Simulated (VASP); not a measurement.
Energy against volume of HfO2 (fluorite). Method: PBE GGA, VASP's PBE PAW potentials (set 64) (plane waves; VASP 6.6.1). Settings: 520 eV cut-off, 9×9×9 Γ-centred mesh, Gaussian smearing of 0.050 eV, potentials Hf_pv O.

```csv
V (Å³/atom),E (eV/atom)
10.223,-10.04740
10.550,-10.07414
10.876,-10.08274
11.202,-10.07590
```

Task: Fit these four points and predict the energy of the run at 11.528 Å³/atom.

Result: A cubic in V^(−2/3), the third-order Birch-Murnaghan form, passes through the four points with V0 = 10.89 Å³/atom and B0 = 252 GPa, and gives -10.0558 eV/atom there. The run gave -10.0558 eV/atom, -0.0 meV/atom from the fit; all five points give B0 = 252 GPa.

The compound is HfO2 in the fluorite structure, the high-temperature cubic form, which is unstable at 0 K; the monoclinic form is the stable one. It was relaxed first.
